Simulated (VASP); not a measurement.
```
CaF2
1.0
    0.00000     2.74348     2.74348
    2.74348     0.00000     2.74348
    2.74348     2.74348     0.00000
Ca F
1 2
Direct
  0.00000   0.00000   0.00000
  0.25000   0.25000   0.25000
  0.75000   0.75000   0.75000
```

The numbers are results of PBE GGA with D3 dispersion (zero damping), VASP's PBE PAW potentials (set 64) (plane waves; VASP), not measurements. Run with 520 eV cut-off, Gaussian smearing of 0.050 eV, potentials Ca_sv F.

Q: Give the energies of bands 7 to 15 at the high-symmetry points, in eV from the valence-band maximum.

A: 
| band | Γ | X | U | L | W |
|---|---|---|---|---|---|
| 7 | -2.07 | -2.66 | -2.40 | -1.48 | -2.22 |
| 8 | -2.07 | -1.63 | -1.71 | -1.48 | -2.10 |
| 9 | -2.07 | -1.63 | -1.48 | -1.27 | -1.03 |
| 10 | -0.25 | -0.36 | -0.63 | -1.22 | -1.03 |
| 11 | -0.25 | -0.36 | -0.44 | -0.83 | -0.28 |
| 12 | -0.25 | 0.00 | -0.10 | -0.83 | -0.09 |
| 13 | 7.20 | 8.08 | 8.33 | 9.32 | 8.40 |
| 14 | 9.11 | 9.44 | 9.62 | 9.32 | 9.68 |
| 15 | 9.11 | 10.01 | 9.74 | 9.65 | 9.85 |

The gap is indirect, 7.20 eV, from the valence maximum at X to the conduction minimum at Γ.

Measured: gap 11.80 eV (computed value off by -4.60 eV), as given by E. Cadelano et al., The European Physical Journal B (2011), arXiv:1107.5962.

The compound is CaF2 in the fluorite structure. It was relaxed first.
